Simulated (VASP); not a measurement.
```xyz
2
Lattice="1.8052 -3.1267 0.0000 1.8052 3.1267 0.0000 0.0000 0.0000 5.5549" Properties=species:S:1:pos:R:3 pbc="T T T"
Ho     1.8052     1.0422     1.3887
Ho     1.8052    -1.0422     4.1662
```

These are r2SCAN meta-GGA, VASP's PBE PAW potentials (set 64) (plane waves; VASP) values and carry that method's errors. Settings: 520 eV cut-off, 13×13×8 Γ-centred mesh, tetrahedra with Blöchl corrections, potentials Ho_3.

The 4f electrons are frozen in the core of the lanthanide potential, so 4f levels, which can set the real gap, and their magnetism are missing.

Question: Give the energies of bands 7 to 12 at the high-symmetry points, in eV from the Fermi level.

Answer: 
```
band      Γ      M      K      A      L      H
----  -----  -----  -----  -----  -----  -----
7     -5.51  -2.03  -0.85  -3.81  -1.94  -0.47
8     -2.17  -1.38  -0.85  -3.81  -1.94  -0.47
9      1.09  -0.90  -0.82   1.23   0.14  -0.45
10     2.09  -0.23  -0.57   1.23   0.14  -0.45
11     2.09   1.73   1.36   1.99   1.56   0.47
12     2.69   1.77   1.36   1.99   1.56   0.47
```

It has no gap at this level: it comes out as a metal or semimetal.

The compound is Ho in the hcp structure. It was relaxed first.
